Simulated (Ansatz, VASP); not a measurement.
**Cross-check of CO2 between VASP and Ansatz**

One calculation is typed for both programs; each brings its own data sets. How far apart do they land? The cell is taken from a series of runs on this material, whose earlier steps may have relaxed, scaled, displaced or heated it; both programs get it as it stands.

Program: Ansatz 0.2.0. Level of theory: plane waves, with VASP 6.6.1 beside it; G0W0 gap at r2SCAN. Results are calculated unless marked as measured.

**1. The structure**

The structure is tetragonal, space group P4_2/mnm (No. 136). Conventional cell: a = 4.227 Å, b = 4.227 Å, c = 4.688 Å, α = 90.00°, β = 90.00°, γ = 90.00°. Nearest to C lie 2 O at 1.16 Å. O has 1 C at 1.16 Å nearest. Farther neighbours and most contacts between anions are not listed.

Structure file:

```cif
data_structure
_symmetry_space_group_name_H-M 'P 1'
_symmetry_Int_Tables_number 1
_cell_length_a 4.2272
_cell_length_b 4.2272
_cell_length_c 4.6878
_cell_angle_alpha 90.000
_cell_angle_beta 90.000
_cell_angle_gamma 90.000
_cell_volume 83.77
loop_
_atom_site_label
_atom_site_type_symbol
_atom_site_fract_x
_atom_site_fract_y
_atom_site_fract_z
_atom_site_occupancy
C1 C 0.50000 0.50000 0.50000 1
C2 C 0.00000 0.00000 0.00000 1
O3 O 0.30595 0.69405 0.50000 1
O4 O 0.69405 0.30595 0.50000 1
O5 O 0.19405 0.19405 0.00000 1
O6 O 0.80595 0.80595 0.00000 1
```

**2. VASP: G0W0 gap, r2SCAN**

Quasiparticle shifts depend on high empty states and on the cores, so they are the hardest test of two PAW sets.

Lines of VASP's logs that name or quote its potential files are left out, and so is its time.

The run reads the wave functions of an earlier VASP run, which isn't shown here.

File INCAR:

```
SYSTEM = CO2
PREC = Accurate
ENCUT = 440
ISMEAR = 0
SIGMA = 0.01
LREAL = .FALSE.
METAGGA = R2SCAN
LASPH = .TRUE.
NBANDS = 104
ALGO = EVGW0
NELMGW = 1
ENCUTGW = 60
NOMEGA = 64
PRECFOCK = Fast
NBANDSGW = 24
LWAVE = .FALSE.
LCHARG = .FALSE.
```

File POSCAR:

```
CO2
1.0
    4.2272127900      0.0000000000      0.0000000000
    0.0000000000      4.2272127900      0.0000000000
    0.0000000000      0.0000000000      4.6877715900
C O
2 4
Direct
    0.5000000000      0.5000000000      0.5000000000
    0.0000000000      0.0000000000      0.0000000000
    0.3059508134      0.6940491866      0.5000000000
    0.6940491866      0.3059508134      0.5000000000
    0.1940491866      0.1940491866      0.0000000000
    0.8059508134      0.8059508134      0.0000000000
```

File KPOINTS:

```
Automatic mesh
0
Gamma
2 2 2
0 0 0
```

Potentials, in the order of the species: C_GW and O_GW (PBE family, release 64).

The run is started by

```
export OMP_NUM_THREADS=3
mpirun -np 1 vasp_std
```

Numbers of over 12 decimals in the logs are rounded to 6 here.

Log:

```text
[banner, memory and clock lines left out]
running    1 mpi-ranks, on    1 nodes
 distrk:  each k-point on    1 cores,    1 groups
 distr:  one band on    1 cores,    1 groups
 Offloading initialized ...    1 GPUs detected
 POSCAR found type information on POSCAR C O
 POSCAR found :  2 types and       6 ions
|                                                                             |
|               ----> ADVICE to this user running VASP <----                  |
|                                                                             |
|     You enforced a specific xc type in the INCAR file but a different       |
|     [... a line on the potential file left out ...]
|     I HOPE YOU KNOW WHAT YOU ARE DOING!                                     |
|                                                                             |

|                                                                             |
|           W    W    AA    RRRRR   N    N  II  N    N   GGGG   !!!           |
|           W    W   A  A   R    R  NN   N  II  NN   N  G    G  !!!           |
|           W    W  A    A  R    R  N N  N  II  N N  N  G       !!!           |
|           W WW W  AAAAAA  RRRRR   N  N N  II  N  N N  G  GGG   !            |
|           WW  WW  A    A  R   R   N   NN  II  N   NN  G    G                |
|           W    W  A    A  R    R  N    N  II  N    N   GGGG   !!!           |
|                                                                             |
|     The default for ENCUTGWSOFT is different in this version of VASP.       |
|     please manually set ENCUTGWSOFT =60 in the INCAR file.                  |
|                                                                             |

 LDA part: xc-table for (None), standard interpolation
 found WAVECAR, reading the header
 POSCAR, INCAR and KPOINTS ok, starting setup
 FFT: planning ... GRIDC
 FFT: planning ... GRID_SOFT
 FFT: planning ... GRID
 reading WAVECAR
 the WAVECAR file was read successfully
 initial charge from wavefunction
 available memory per node:   1660.66 GB, setting MAXMEM to   1700518

 The Fermi energy was updated, please check that it is located mid-gap
 values below the HOMO (VB) or above the LUMO (CB) will cause erroneous energies
 E-fermi :   0.0042

 calculate exact exchange contribution
 the WAVEDER file was read successfully
energies w=
    0.000    0.000    0.662    0.000    1.323    0.000    1.980    0.000
    2.633    0.000    3.281    0.000    3.922    0.000    4.556    0.000
    5.181    0.000    5.799    0.000    6.407    0.000    7.008    0.000
    7.600    0.000    8.184    0.000    8.761    0.000    9.331    0.000
    9.895    0.000   10.454    0.000   11.009    0.000   11.561    0.000
   12.110    0.000   12.659    0.000   13.208    0.000   13.759    0.000
   14.313    0.000   14.871    0.000   15.435    0.000   16.007    0.000
   16.588    0.000   17.179    0.000   17.785    0.000   18.406    0.000
   19.045    0.000   19.704    0.000   20.388    0.000   21.098    0.000
   21.839    0.000   22.616    0.000   23.433    0.000   24.295    0.000
   25.211    0.000   26.186    0.000   27.231    0.000   28.354    0.000
   29.571    0.000   30.895    0.000   32.345    0.000   33.942    0.000
   35.716    0.000   37.700    0.000   39.937    0.000   42.484    0.000
   45.414    0.000   48.823    0.000   52.842    0.000   57.655    0.000
   63.522    0.000   70.831    0.000   80.184    0.000   92.566    0.000
  109.710    0.000  134.975    0.000  175.834    0.000  252.960    0.000
 responsefunction array rank=     102
 LDA part: xc-table for (None), standard interpolation

 min. memory requirement per mpi rank    114.3 MB, per node    114.3 MB

 allocating  64 responsefunctions rank=   102
 shmem allocating  64 responsefunctions rank=   102
 response function shared by NCSHMEM nodes    1
 Doing            64  frequencies on each core in blocks of            64
NQ=   1    0.0000    0.0000    0.0000,
|.........|.........|.........|.........|.........|.........|.........|.........
 performed         52000 updates of chi_q(r,r)
 total number of BLAS operations          2.75 Gflops
NQ=   2    0.5000    0.0000    0.0000,
|.........|.........|.........|.........|.........|.........|.........|.........
 performed        114000 updates of chi_q(r,r)
 total number of BLAS operations          6.80 Gflops
NQ=   3    0.5000    0.5000    0.0000,
|.........|.........|.........|.........|.........|.........|.........|.........
 performed        166000 updates of chi_q(r,r)
 total number of BLAS operations          9.49 Gflops
NQ=   4    0.0000    0.0000    0.5000,
|.........|.........|.........|.........|.........|.........|.........|.........
 performed        218000 updates of chi_q(r,r)
 total number of BLAS operations         13.86 Gflops
NQ=   5    0.5000    0.0000    0.5000,
|.........|.........|.........|.........|.........|.........|.........|.........
 performed        280000 updates of chi_q(r,r)
 total number of BLAS operations         17.73 Gflops
NQ=   6    0.5000    0.5000    0.5000,
|.........|.........|.........|.........|.........|.........|.........|.........
 performed        332000 updates of chi_q(r,r)
 total number of BLAS operations         20.98 Gflops
 resolving degeneracies of screened two electron integrals

 calculate QP shifts <psi_nk| G(iteration)W_0 |psi_nk>: iteration 1
 entering main loop
```

Parts of OUTCAR (step 2):

```text
ion  position               nearest neighbor table
   1  0.500  0.500  0.500-   3 1.16   4 1.16
   2  0.000  0.000  0.000-   5 1.16   6 1.16
   3  0.306  0.694  0.500-   1 1.16
   4  0.694  0.306  0.500-   1 1.16
   5  0.194  0.194  0.000-   2 1.16
   6  0.806  0.806  0.000-   2 1.16

  LATTYP: Found a simple tetragonal cell.
 ALAT       =     4.2272127900
 C/A-ratio  =     1.1089509383

 Subroutine GETGRP returns: Found 16 space group operations
 (whereof  8 operations were pure point group operations)

The static configuration has the point symmetry D_2h.
 The point group associated with its full space group is D_4h.

 Found      6 irreducible k-points:

   k-points           NKPTS =      6   k-points in BZ     NKDIM =      8   number of bands    NBANDS=    104

   dimension x,y,z NGX =    30 NGY =   30 NGZ =   32
   dimension x,y,z NGXF=    60 NGYF=   60 NGZF=   64

   ENCUT  =  440.0 eV  32.34 Ry    5.69 a.u.   7.23  7.23  8.02*2*pi/ulx,y,z

   NELECT =      32.0000    total number of electrons

  energy-cutoff  :      440.00
  volume of cell :       83.77
      direct lattice vectors                 reciprocal lattice vectors
     4.227212790  0.000000000  0.000000000     0.236562494  0.000000000  0.000000000
     0.000000000  4.227212790  0.000000000     0.000000000  0.236562494  0.000000000
     0.000000000  0.000000000  4.687771590     0.000000000  0.000000000  0.213320974

 k-points in reciprocal lattice and weights: Automatic mesh
   0.00000000  0.00000000  0.00000000       0.125
   0.50000000  0.00000000  0.00000000       0.250
   0.50000000  0.50000000  0.00000000       0.125
   0.00000000  0.00000000  0.50000000       0.125
   0.50000000  0.00000000  0.50000000       0.250
   0.50000000  0.50000000  0.50000000       0.125

 E-fermi :   0.0042

 QP shifts <psi_nk| G(iteration)W_0 |psi_nk>: iteration 1
 for sc-GW calculations column KS-energies equals QP-energies in previous step
 and V_xc(KS)=  KS-energies - (<T + V_ion + V_H > + <T+V_H+V_ion>^1  + <V_x>^1)
 k-point   1 :       0.0000    0.0000    0.0000
  band No.  KS-energies  QP-energies   sigma(KS)   V_xc(KS)     V^pw_x(r,r')   Z            occupation Imag(sigma)
    ...
     13      -5.0114      -7.0173     -20.7823     -18.3832     -23.8103       0.8361       2.0000       0.0583
     14      -4.1663      -5.9567     -21.8375     -19.7032     -24.8795       0.8389       2.0000       0.0541
     15      -4.0920      -5.8620     -21.9139     -19.8045     -24.9398       0.8391       2.0000       0.0537
     16      -4.0920      -5.8620     -21.9139     -19.8045     -24.9398       0.8391       2.0000       0.0537
     17       3.6255       5.2125      -8.0688      -9.8511      -5.2143       0.8905       0.0000      -0.0422
     18       4.6645       7.9150     -11.8384     -15.6056      -9.6965       0.8629       0.0000      -0.0382
     19       5.0889       8.2999     -11.6886     -15.4173      -9.5244       0.8611       0.0000      -0.0400
     20       5.0889       8.2999     -11.6886     -15.4173      -9.5244       0.8611       0.0000      -0.0400
    ...

 k-point   2 :       0.5000    0.0000    0.0000
  band No.  KS-energies  QP-energies   sigma(KS)   V_xc(KS)     V^pw_x(r,r')   Z            occupation Imag(sigma)
    ...
     13      -4.1452      -5.9399     -21.7319     -19.5926     -24.7542       0.8390       2.0000       0.0538
     14      -4.1452      -5.9399     -21.7319     -19.5926     -24.7542       0.8390       2.0000       0.0538
     15      -4.1066      -5.8631     -21.9047     -19.8107     -24.9413       0.8388       2.0000       0.0533
     16      -4.1066      -5.8631     -21.9047     -19.8107     -24.9413       0.8388       2.0000       0.0533
     17       5.2859       8.4878     -11.6356     -15.3588      -9.3439       0.8600       0.0000      -0.0437
     18       5.2859       8.4878     -11.6356     -15.3588      -9.3439       0.8600       0.0000      -0.0437
     19       5.4249       8.8016     -11.9232     -15.8788      -9.5661       0.8536       0.0000      -0.0443
     20       5.4249       8.8016     -11.9232     -15.8788      -9.5661       0.8536       0.0000      -0.0443
    ...

 k-point   3 :       0.5000    0.5000    0.0000
  band No.  KS-energies  QP-energies   sigma(KS)   V_xc(KS)     V^pw_x(r,r')   Z            occupation Imag(sigma)
    ...
     13      -4.2821      -6.0974     -21.5950     -19.4280     -24.6053       0.8377       2.0000       0.0541
     14      -4.2821      -6.0974     -21.5950     -19.4280     -24.6053       0.8377       2.0000       0.0541
     15      -3.6209      -5.2854     -22.3960     -20.4120     -25.4351       0.8390       2.0000       0.0528
     16      -3.6209      -5.2854     -22.3960     -20.4120     -25.4351       0.8390       2.0000       0.0528
     17       5.4568       8.8566     -12.1473     -16.1339      -9.8240       0.8528       0.0000      -0.0435
     18       5.4568       8.8566     -12.1473     -16.1339      -9.8240       0.8528       0.0000      -0.0435
     19       5.5714       9.0343     -11.8051     -15.8648      -9.3738       0.8530       0.0000      -0.0458
     20       5.5714       9.0343     -11.8051     -15.8648      -9.3738       0.8530       0.0000      -0.0458
    ...

 k-point   4 :       0.0000    0.0000    0.5000
  band No.  KS-energies  QP-energies   sigma(KS)   V_xc(KS)     V^pw_x(r,r')   Z            occupation Imag(sigma)
    ...
     13      -4.6069      -6.5145     -21.2585     -18.9840     -24.2893       0.8387       2.0000       0.0561
     14      -4.6069      -6.5145     -21.2585     -18.9840     -24.2893       0.8387       2.0000       0.0561
     15      -4.0935      -5.8468     -21.8896     -19.7973     -24.9229       0.8380       2.0000       0.0537
     16      -4.0935      -5.8468     -21.8896     -19.7973     -24.9229       0.8380       2.0000       0.0537
     17       5.0815       7.8629      -9.9960     -13.1897      -7.3672       0.8709       0.0000      -0.0432
     18       5.0815       7.8629      -9.9960     -13.1897      -7.3672       0.8709       0.0000      -0.0432
     19       5.2311       8.5304     -11.9932     -15.8340      -9.8147       0.8590       0.0000      -0.0420
     20       5.2311       8.5304     -11.9932     -15.8340      -9.8147       0.8590       0.0000      -0.0420
    ...

[... 2 further parts left out ...]
```

(Continued in part 2 of 2.)

[Lines on the potential files, build, host, timing and source positions are cut from VASP's logs without a mark.]

[Logs are printed without paths, hosts, clocks, repeated set-up lines and the standing remarks that a program may print on its own settings, such as how far it seeks lower states.]

[Hosts, paths, dates, database ids (printed as entryN), source tags and the programs' standing remarks are cut or masked in the printed files.]
